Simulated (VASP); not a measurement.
# Ge under biaxial strain in the (111) plane

Strain engineering needs slopes: what does biaxial strain in the (111) plane do to the lattice and the band edges of Ge?

Program: VASP 6.6.1. Level of theory: PBEsol; plane waves and PAW (Ge_d), in the first sound run; inputs show where later runs differ. Results are calculated unless marked as measured.

Report form: the programs' logs are mostly left out.

## (1) Set-up

The structure is cubic, space group Fd-3m (No. 227). The conventional cell has a = 5.658 Å, b = 5.658 Å, c = 5.658 Å, α = 90.00°, β = 90.00°, γ = 90.00°. Nearest to Ge lie 4 Ge at 2.45 Å.

Structure file:

```cif
data_structure
_symmetry_space_group_name_H-M 'Fd-3m:1'
_symmetry_Int_Tables_number 227
_cell_length_a 5.6580
_cell_length_b 5.6580
_cell_length_c 5.6580
_cell_angle_alpha 90.000
_cell_angle_beta 90.000
_cell_angle_gamma 90.000
_cell_volume 181.13
loop_
_atom_site_label
_atom_site_type_symbol
_atom_site_symmetry_multiplicity
_atom_site_Wyckoff_symbol
_atom_site_fract_x
_atom_site_fract_y
_atom_site_fract_z
_atom_site_occupancy
Ge1 Ge 8 b 0.00000 0.00000 0.50000 1
```

## (2) Relax the crystal, PBEsol

The series starts from the cell that this level prefers, so that zero strain is near zero stress.

Level: PBEsol; plane waves and PAW (Ge_d).

File INCAR:

```
SYSTEM = Ge
PREC = Accurate
ENCUT = 470
EDIFF = 1E-07
NELM = 120
ISMEAR = 0
SIGMA = 0.02
LREAL = .FALSE.
ALGO = Normal
GGA = PS
NBANDS = 20
LORBIT = 11
LWAVE = .FALSE.
LCHARG = .FALSE.
KPAR = 16
IBRION = 2
NSW = 40
ISIF = 3
EDIFFG = -0.005
POTIM = 0.4
```

File POSCAR:

```
Ge
1.0
    0.0000000000      2.8290000000      2.8290000000
    2.8290000000      0.0000000000      2.8290000000
    2.8290000000      2.8290000000      0.0000000000
Ge
2
Direct
    0.0000000000      0.0000000000      0.0000000000
    0.2500000000      0.2500000000      0.2500000000
```

File KPOINTS:

```
Automatic mesh
0
Gamma
9 9 9
0 0 0
```

The projector-augmented-wave data sets are Ge_d (PBE family, release 64).

The run is started by

```bash
> mpirun -np 16 vasp_std
```

Elapsed: 14 s, on 16 MPI ranks of AMD EPYC 7R43, shared host; peak memory 2.4 GiB; 2.3 min of CPU time.

This run gave:

* energy(sigma→0) of the program: -9.8711 eV
* stress, compression positive: 0.02 along [111], 0.02 across it (mean), GPa
* volume: 45.508 Å³
* ionic steps: 2

## (3) Strain along the normal, PBEsol

One member in full: the plane is strained by 1 %, and the strain along the normal is moved by secant steps until the normal stress is under 0.012 GPa or five steps are spent; the atoms relax at each step.

Level: PBEsol; plane waves and PAW (Ge_d).

Edit INCAR of step 2 so:

```diff
@@ -14,7 +14,7 @@
 LCHARG = .FALSE.
-KPAR = 16
-IBRION = 2
-NSW = 40
-ISIF = 3
-EDIFFG = -0.005
-POTIM = 0.4
+KPAR = 4
+IBRION = 1
+NSW = 25
+ISIF = 2
+EDIFFG = -0.004
+POTIM = 0.3
```

File POSCAR:

```
Ge
1.0
   -0.0273922920      2.8346298970      2.8346298970
    2.8346298970     -0.0273922920      2.8346298970
    2.8346298970      2.8346298970     -0.0273922920
Ge
2
Direct
    0.0000000000      0.0000000000      0.0000000000
    0.2500000000      0.2500000000      0.2500000000
```

KPOINTS is that of step 2.

The run is started by

```bash
> mpirun -np 4 vasp_std
```

Run time: 56 s. Hardware: 4 MPI ranks; peak memory 0.59 GiB; 2.5 min of CPU time.

Numbers from this step:

- energy(sigma→0) of the program: -9.8680 eV
- stress, compression positive: -0.01 along [111], -1.49 across it (mean), GPa
- ionic steps: 3

## (4) Band edges, HSE06

Short lines in KPOINTS_OPT sample the zone centre along and across the normal of the plane, for masses, and the other valleys.

Level: HSE06; plane waves and PAW (Ge_d).

File INCAR:

```
SYSTEM = Ge
PREC = Accurate
ENCUT = 470
EDIFF = 1E-06
NELM = 100
ISMEAR = 0
SIGMA = 0.02
LREAL = .FALSE.
ALGO = Normal
LHFCALC = .TRUE.
AEXX = 0.25
GGA = PE
HFSCREEN = 0.2
LASPH = .TRUE.
NBANDS = 19
PRECFOCK = Fast
LWAVE = .FALSE.
LCHARG = .FALSE.
KPAR = 4
```

File POSCAR:

```
Ge
1.0
   -0.0273922920      2.8346298970      2.8346298970
    2.8346298970     -0.0273922920      2.8346298970
    2.8346298970      2.8346298970     -0.0273922920
Ge
2
Direct
    0.9993193011      0.9993193011      0.9993193011
    0.2506806989      0.2506806989      0.2506806989
```

File KPOINTS:

```
Automatic mesh
0
Gamma
5 5 5
0 0 0
```

File KPOINTS_OPT:

```
Line mode
6
Line-mode
Reciprocal
  0.00000000   0.00000000   0.00000000
  0.02592104   0.02592104   0.02592104

  0.00000000   0.00000000   0.00000000
 -0.01610453   0.01610453   0.00000000

  0.31000000   0.31000000   0.00000000
  0.50000000   0.50000000   0.00000000

  0.00000000   0.31000000   0.31000000
  0.00000000   0.50000000   0.50000000

  0.45000000   0.45000000   0.45000000
  0.50000000   0.50000000   0.50000000

  0.45000000   0.00000000   0.00000000
  0.50000000   0.00000000   0.00000000

  0.42500000   0.42500000   0.00000000
  0.42478202   0.44755727   0.02255727

  0.50000000   0.50000000   0.50000000
  0.48389547   0.51610453   0.50000000
```

The run is started by

```bash
> mpirun -np 4 vasp_std
```

Elapsed: 38 min, on 4 MPI ranks; peak memory 1 GiB.

This run gave:

```
energy(sigma→0) of the program : -10.6304 eV
```

## (5) Band edges, PBEsol

Level: PBEsol; plane waves and PAW (Ge_d).

File INCAR:

```
SYSTEM = Ge
PREC = Accurate
ENCUT = 470
EDIFF = 1E-06
NELM = 100
ISMEAR = 0
SIGMA = 0.02
LREAL = .FALSE.
ALGO = Normal
GGA = PS
NBANDS = 19
LWAVE = .FALSE.
LCHARG = .FALSE.
KPAR = 4
```

POSCAR is that of step 4.

File KPOINTS:

```
Automatic mesh
0
Gamma
7 7 7
0 0 0
```

KPOINTS_OPT is that of step 4.

The run is started by

```bash
> mpirun -np 4 vasp_std
```

It took 33 s on 4 MPI ranks; peak memory 0.57 GiB.

Numbers from this step:

* energy(sigma→0) of the program: -9.8519 eV
* stress, compression positive: -0.02 along [111], -1.40 across it (mean), GPa

The run ends at a pressure of -0.94 GPa, with forces up to 0.014 eV/Å.

## (6) All members

LASPH is off in runs at PBEsol and on in runs at HSE06.

Hybrid runs start from orbitals of a short PBEsol run, not shown.

The other members went through these steps as far as the tables show, with the same cutoff and, step by step, the same mesh; 37 runs are not shown. The session took 16 core hours (wall time by ranks) on a shared machine.

| in-plane strain (%) | strain along the normal (%) | in-plane stress, tension positive (GPa) | energy above the unstrained row (meV/atom) |
| --- | --- | --- | --- |
| -2.000 | 0.708 | -3.558 | 10.735 |
| -1.000 | 0.310 | -1.658 | 2.843 |
| -0.500 | 0.183 | -0.808 | 0.827 |
| 0 | -0.021 | 0.023 | 0.000 |
| 0.500 | -0.225 | 0.781 | 0.289 |
| 1.000 | -0.450 | 1.485 | 1.669 |
| 2.000 | -0.825 | 2.908 | 7.408 |

Slopes at zero strain, from cubics through all rows: strain ratio -0.388, stress over strain 157 GPa.

Band edges at HSE06, counted from the valence-band top at Γ, with one row partly withheld:

| in-plane strain (%) | gap (eV) | conduction band at Γ (eV) | Δ or X valley along z (eV) | Δ or X valley along x (eV) | lowest conduction level at L, [111] (eV) | lowest conduction level at L, [-111] (eV) | second valence level below the top (eV) | third valence level below the top (eV) |
| --- | --- | --- | --- | --- | --- | --- | --- | --- |
| -2.000 | 0.751 | 1.067 | 0.935 | 0.935 | 1.184 | 0.751 | 0.000 | 0.278 |
| -1.000 | 0.802 | 0.996 | 1.029 | 1.029 | ? | 0.802 | 0.000 | 0.125 |
| -0.500 | 0.813 | 0.932 | 1.064 | 1.064 | 0.919 | 0.813 | 0.000 | 0.068 |
| 0 | 0.831 | 0.874 | 1.098 | 1.098 | 0.831 | 0.833 | 0.000 | 0.000 |
| 0.500 | 0.671 | 0.739 | 1.057 | 1.057 | 0.671 | 0.783 | 0.073 | 0.073 |
| 1.000 | 0.527 | 0.613 | 1.024 | 1.024 | 0.527 | 0.743 | 0.129 | 0.129 |
| 2.000 | 0.266 | 0.358 | 0.962 | 0.962 | 0.266 | 0.667 | 0.221 | 0.221 |

Conduction masses, in electron masses:

| in-plane strain (%) | L [111] mass, longitudinal | L [111] mass, transverse along [1-10] |
| --- | --- | --- |
| -2.000 | 1.625 | 0.089 |
| -1.000 | 1.586 | 0.086 |
| -0.500 | 1.585 | 0.085 |
| 0 | 1.580 | 0.083 |
| 0.500 | 1.556 | 0.082 |
| 1.000 | 1.539 | 0.080 |
| 2.000 | 1.508 | 0.077 |

## (7) Fit and prediction

The quantity to fit is the splitting of the lowest conduction levels at the L points ([111] less [-111]) at HSE06: 0.433, 0.106, -0.003, -0.112, -0.215, -0.402 eV in the rows shown.

Fitting a parabola to the 6 known rows (d: strain along the axis less the strain across it, in %) gives E = 0.003299 d² + 0.1516 d − 9.68e-4 in eV; the residuals are 0.0017 eV r.m.s.

For the withheld row, d = 1.310, the fit gives 0.2033 eV.

## (8) Prediction against calculation

The calculation gives 0.2031 eV, so the prediction is 0.0002 eV too high.

The splitting is Ξu times 8/9 of d, with d as a fraction, so the linear term gives Ξu = 17.1 eV.

## (9) Outcome

| Item | Value |
| --- | --- |
| ratio of normal to in-plane strain | -0.388 |
| biaxial modulus | 157 GPa |
| gap of the unstrained cell, HSE06 | 0.83 eV |
| shear deformation potential Ξu of the lowest conduction levels at L | 17.1 eV |
| error of the predicted row | 0.2 meV |

What this shows: As a check, the curvature of the energy gives 159 GPa for the same modulus (energy per volume = M × strain²), 1 % from the slope of the stress. The energy also has a linear term worth 0.18 GPa that the stress column lacks, a mark of the finite basis. At HSE06 the lowest conduction valley is L throughout, and the gap runs between 0.27 and 0.83 eV. At zero strain Γ and L lie only 43 meV apart here, so their order is sensitive to the level and the lattice constant. At PBEsol the gap falls under 0.05 eV in some or all rows, where bands may have changed order, so that level, though run, gets no table. The gap at PBEsol is under 0.05 eV in some or all rows and is left out; the elastic columns come from such cells and can be uneven. Hole masses are left out throughout, since the top bands are degenerate or cross in many series; of conduction masses, those of the Γ, L and (for Si and Ge under (001) strain) Δ valleys are kept where they change by under an eighth between rows. A measured gap of unstrained Ge is 0.74 eV (arxiv:cond-mat/0503738, indirect gap, 4.2 K); the static gaps here belong to the lattice relaxed at PBEsol. HSE06 ran on a coarser mesh than the semilocal levels. Spin-orbit coupling is left out at HSE06, so the valence splittings there lack it. Δ or X levels are the lowest on their line, refined by a parabola unless they lie at X; the gap is read from all points sampled and can differ from the lowest valley by some meV, or by tens of meV where strain moves the valence top off Γ. Temperature, zero-point motion and excitons are left out.

[Lines on the potential files, build, host, timing and source positions are cut from VASP's logs without a mark.]

[Logs are printed without paths, hosts, clocks, repeated set-up lines and the standing remarks that a program may print on its own settings, such as how far it seeks lower states.]

[Hosts, paths, dates, database ids (printed as entryN), source tags and the programs' standing remarks are cut or masked in the printed files.]

[In band tables of VASP the shares of atoms and orbitals are scaled to a sum of 1 inside the atoms' spheres.]
